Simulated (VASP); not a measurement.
Here is a VASP 6.6.1 calculation.

Contents of POSCAR:

```
MgO                                     
1.0
    0.0000000000      2.1039232589      2.1039232589
    2.1039232589      0.0000000000      2.1039232589
    2.1039232589      2.1039232589      0.0000000000
  Mg              O             
     1     1
Direct
     0.0000000000000000    0.0000000000000000    0.0000000000000000
     0.5000000000000000    0.5000000000000000    0.5000000000000000
```

The input INCAR.step1:

```
SYSTEM = MgO
PREC = Accurate
ENCUT = 520
EDIFF = 1E-8
ISMEAR = 0
SIGMA = 0.03
LREAL = .False.
LASPH = .True.
NELM = 80
ALGO = Normal
ISIF = 2
LWAVE = .False.
LCHARG = .False.
KPAR = 4
GGA = PE
LEPSILON = .True.
```

File KPOINTS.step1:

```
Automatic mesh
0
G
  12 12 12
  0 0 0
```

Contents of INCAR.step2:

```
SYSTEM = MgO
PREC = Accurate
ENCUT = 520
EDIFF = 1E-5
ISMEAR = 0
SIGMA = 0.03
LREAL = .False.
LASPH = .True.
NELM = 80
ALGO = Normal
ISIF = 2
LWAVE = .True.
LCHARG = .False.
NBANDS = 11
KPAR = 4
GGA = PE
```

The input KPOINTS.step2:

```
Automatic mesh
0
Gamma
  8 8 8
  0 0 0
```

Contents of INCAR.step3:

```
SYSTEM = MgO
PREC = Accurate
ENCUT = 520
EDIFF = 1E-7
ISMEAR = 0
SIGMA = 0.03
LREAL = .False.
LASPH = .True.
NELM = 80
ALGO = Normal
ISIF = 2
LWAVE = .False.
LCHARG = .False.
GGA = PE
LHFCALC = .True.
AEXX = 0.3197
PRECFOCK = Fast
HFRCUT = -1
NBANDS = 11
KPAR = 4
ISTART = 1
```

KPOINTS.step3

```
Automatic mesh
0
Gamma
  8 8 8
  0 0 0
```

KPOINTS_OPT

```
explicit points
6
Reciprocal
 0.0000000000  0.0000000000  0.0000000000 1
 0.3750000000  0.3750000000  0.7500000000 1
 0.5000000000  0.5000000000  0.5000000000 1
 0.6250000000  0.2500000000  0.6250000000 1
 0.5000000000  0.2500000000  0.7500000000 1
 0.5000000000  0.0000000000  0.5000000000 1
```

Potentials or basis: VASP PAW PBE potentials, release 64 (Mg, O).

Run with:

```sh
$ cat potpaw_PBE.64/Mg/POTCAR potpaw_PBE.64/O/POTCAR > POTCAR
$ cp INCAR.step1 INCAR
$ cp KPOINTS.step1 KPOINTS
$ mpirun -np 4 vasp_std > vasp.out
$ cp INCAR.step2 INCAR
$ cp KPOINTS.step2 KPOINTS
$ mpirun -np 4 vasp_std > vasp.out
$ cp INCAR.step3 INCAR
$ cp KPOINTS.step3 KPOINTS
$ mpirun -np 4 vasp_std > vasp.out
```

(1) Estimate the band gap on the k mesh.

(2) Estimate the band gap along the path.

(3) What does it give for the pressure?

## Answers

(1) 7.91 eV, direct.

(2) 7.91 eV, direct.

(3) -2.5 GPa.

Caveat: the PAW data sets were made with another functional, which shifts forces and pressure a little.

**Experimental background.**

“Electronic structure of alkaline earth and post-transition metal oxides”, 2009, arxiv:0908.1581 quotes, for a bulk crystal of MgO: band gap 7.83 eV.

A measured gap of MgO is 7.83 eV (quoted in “Electronic structure of alkaline earth and post-transition metal oxides”, 2009, arxiv:0908.1581); the calculated 7.91 eV misses it by +0.08 eV. The value is that of PBE-EpsX, without temperature or zero-point motion.
